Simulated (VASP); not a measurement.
Computed with AM05 GGA, VASP's PBE PAW potentials (set 64) (plane waves; VASP 6.6.1).

The input files of a VASP run:

### POSCAR
```
GaN
1
    1.5905298190    -2.7548784197     0.0000000000
    1.5905298190     2.7548784197     0.0000000000
    0.0000000000     0.0000000000     5.1773251999
Ga N
2 2
Direct
  0.6666670000   0.3333330000   0.5000215750
  0.3333330000   0.6666670000   0.0000215750
  0.6666670000   0.3333330000   0.8769784250
  0.3333330000   0.6666670000   0.3769784250
```

KPOINTS:
```
Automatic mesh
0
Gamma
8 8 5
0 0 0
```

### INCAR
```
SYSTEM = GaN
PREC = Accurate
ENCUT = 520
EDIFF = 1E-7
NELM = 100
ALGO = Normal
LREAL = .FALSE.
LASPH = .TRUE.
ISMEAR = 0
SIGMA = 0.05
GGA = AM
LMAXMIX = 4
LWAVE = .FALSE.
LCHARG = .FALSE.
ISIF = 4
IBRION = 2
NSW = 30
EDIFFG = -0.01
```

POTCAR, in this order: Ga_d N (PBE.64 set). Program: vasp_std.

The resulting files:

OSZICAR:
```
       N       E                     dE             d eps       ncg     rms          rms(c)
DAV:   1     0.283201293043E+03    0.28320E+03   -0.18363E+04  1352   0.304E+03
DAV:   2     0.833276689135E+01   -0.27487E+03   -0.26625E+03  1478   0.535E+02
DAV:   3    -0.274498410101E+02   -0.35783E+02   -0.35476E+02  1524   0.158E+02
DAV:   4    -0.289103086040E+02   -0.14605E+01   -0.14570E+01  1768   0.335E+01
DAV:   5    -0.289329179278E+02   -0.22609E-01   -0.22597E-01  1532   0.394E+00    0.102E+01
DAV:   6    -0.253374861623E+02    0.35954E+01   -0.13113E+01  2400   0.563E+01    0.318E+00
DAV:   7    -0.254201495111E+02   -0.82663E-01   -0.15444E+00  1428   0.100E+01    0.268E+00
DAV:   8    -0.254104166737E+02    0.97328E-02   -0.28769E-01  2258   0.814E+00    0.947E-01
DAV:   9    -0.253858035505E+02    0.24613E-01   -0.11684E-01  2414   0.588E+00    0.306E-01
DAV:  10    -0.253867967058E+02   -0.99316E-03   -0.56594E-03  1586   0.827E-01    0.114E-01
DAV:  11    -0.253867666192E+02    0.30087E-04   -0.13930E-03  2114   0.697E-01    0.263E-02
DAV:  12    -0.253867839606E+02   -0.17341E-04   -0.17335E-04  1466   0.985E-02    0.170E-02
DAV:  13    -0.253867832452E+02    0.71544E-06   -0.25879E-05  1844   0.101E-01    0.317E-03
DAV:  14    -0.253867836230E+02   -0.37785E-06   -0.49699E-06  1560   0.195E-02    0.140E-03
DAV:  15    -0.253867835787E+02    0.44301E-07   -0.15213E-07  1172   0.462E-03
   1 F= -.25386784E+02 E0= -.25386784E+02  d E =-.253868E+02
```

File OUTCAR:
```
------------------------ aborting loop because EDIFF is reached ----------------------------------------
  FORCE on cell =-STRESS in cart. coord.  units (eV):
  Direction    XX          YY          ZZ          XY          YZ          ZX
  --------------------------------------------------------------------------------------
  Total       -0.0121909     -0.0121909      0.0365399      0.0000000      0.0000000      0.0000000
  in kB       -0.4304933     -0.4304933      1.2903239      0.0000000      0.0000000      0.0000000
  external PRESSURE =       0.1431124 kB  Pullay stress =       0.0000000 kB
  volume of cell :       45.37
      direct lattice vectors                 reciprocal lattice vectors
     1.590529819 -2.754878420  0.000000000     0.314360658 -0.181496213  0.000000000
     1.590529819  2.754878420  0.000000000     0.314360658  0.181496213  0.000000000
     0.000000000  0.000000000  5.177325200     0.000000000  0.000000000  0.193149930
  FREE ENERGIE OF THE ION-ELECTRON SYSTEM (eV)
  ---------------------------------------------------
  free  energy   TOTEN  =       -25.3867835787 eV

  energy  without entropy=      -25.3867835787  energy(sigma->0) =      -25.38678358

 reached required accuracy - stopping structural energy minimisation
```
(Selected blocks of OUTCAR.)

The compound is GaN in the wurtzite structure. It was relaxed first.
